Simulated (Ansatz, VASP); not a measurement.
## B3C in VASP and in Ansatz

```
B C
1.0
    -1.84596    1.84596    1.84596
     1.84596   -1.84596    1.84596
     1.84596    1.84596   -1.84596
B C
3 1
Cartesian
  1.8460 0.0000 0.0000
  0.0000 1.8460 0.0000
  0.0000 0.0000 1.8460
  0.0000 0.0000 0.0000
```

Alike in both runs: functional PBE; k mesh 18 × 18 × 18; occupations gaussian, width 0.1 eV; no spin polarisation.

Ansatz relaxed the structure, and its values are those at the end. VASP's run is a single point on that final structure, the one shown.

|  | VASP | Ansatz |
| --- | --- | --- |
| version | VASP 6.6.1 | Ansatz 0.2.0 |
| potentials or method | VASP PAW PBE potentials, release 64 (B, C) | scalar-relativistic, plane waves, PAW |
| plane-wave cutoff (eV) | 520 | 420 |
| valence electrons in the cell | 13 | 13 |

|  | VASP | Ansatz | Ansatz less VASP |
| --- | --- | --- | --- |
| gap on the k mesh at the Fermi level (eV) | none | none | - |
| pressure (GPa) | 0.1 | 0.0 | -0.05 |

A gap of «none» marks a metal or a gap that the smearing closes.
